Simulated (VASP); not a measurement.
Given:

```xyz
1
Lattice="-1.5872 1.5872 1.5872 1.5872 -1.5872 1.5872 1.5872 1.5872 -1.5872" Properties=species:S:1:pos:R:3 pbc="T T T"
Na     0.0000     0.0000     0.0000
```

Method: PBEsol GGA, VASP's PBE PAW potentials (set 64) (plane waves; VASP). Settings: 500 eV cut-off, 16×16×16 Γ-centred mesh, first-order Methfessel-Paxton smearing of 0.10 eV, potentials Na_pv.

Energy and stress use the plane-wave basis of the starting cell.

### Question
The ions, cell shape and volume at an external pressure of 45.0 GPa are relaxed. Which structure does the run end with?

### Answer

```xyz
1
Lattice="-1.5191 1.5191 1.5191 1.5191 -1.5191 1.5191 1.5191 1.5191 -1.5191" Properties=species:S:1:pos:R:3 pbc="T T T"
Na     1.5191     1.5191     1.5191
```
Space group Im-3m (229), at a tolerance of 0.03 Å.

### Question
How do energy and volume change from the first to the last step?

### Answer
The energy (σ→0) changes by +455.1 meV/atom and the volume by -12.3 %, in 4 ionic steps.

| step | E(σ→0) (eV) | max force (eV/Å) | pressure (GPa) | volume (Å³) |
|---|---|---|---|---|
| 1 | -0.4239 | 0.000 | 29.79 | 15.99 |
| 2 | 0.4512 | 0.000 | 59.99 | 12.73 |
| 3 | 0.0208 | 0.000 | 44.76 | 14.06 |
| 4 | 0.0312 | 0.000 | 45.12 | 14.02 |

The compound is Na in the bcc structure. This run relaxes it under an external pressure of 45 GPa. Symmetry was kept, so distortions that lower it aren't found.
